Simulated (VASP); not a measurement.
Input:

```yaml
crystal:
  lattice:
    - [1.69233, -2.93121, 0.00000]
    - [1.69233, 2.93121, 0.00000]
    - [0.00000, 0.00000, 5.49535]
  atoms:
    - { symbol: Tl, position: [0.33333, 0.66667, 0.25000] }
    - { symbol: Tl, position: [0.66667, 0.33333, 0.75000] }
```

Method: LDA (Ceperley-Alder, Perdew-Zunger), VASP's LDA PAW potentials (set 64) (plane waves; VASP). Run with 520 eV cut-off, Gaussian smearing of 0.050 eV, potentials Tl_d.

Problem. Give the energies of bands 11 to 16 at the high-symmetry points, in eV from the Fermi level.

Solution. 
| band | Γ | M | K | A | L | H |
|---|---|---|---|---|---|---|
| 11 | -10.45 | -5.82 | -4.60 | -8.96 | -4.72 | -4.03 |
| 12 | -5.31 | -4.79 | -4.60 | -8.96 | -4.72 | -4.03 |
| 13 | -3.16 | -0.78 | -1.43 | 3.22 | -2.50 | -1.01 |
| 14 | 8.38 | 0.31 | 1.75 | 3.22 | -2.50 | -1.01 |
| 15 | 8.38 | 1.27 | 1.75 | 9.37 | 5.73 | 0.12 |
| 16 | 10.49 | 3.85 | 2.69 | 9.37 | 5.73 | 0.12 |

It has no gap at this level: it comes out as a metal or semimetal.

The compound is Tl in the hcp structure. It was relaxed first.
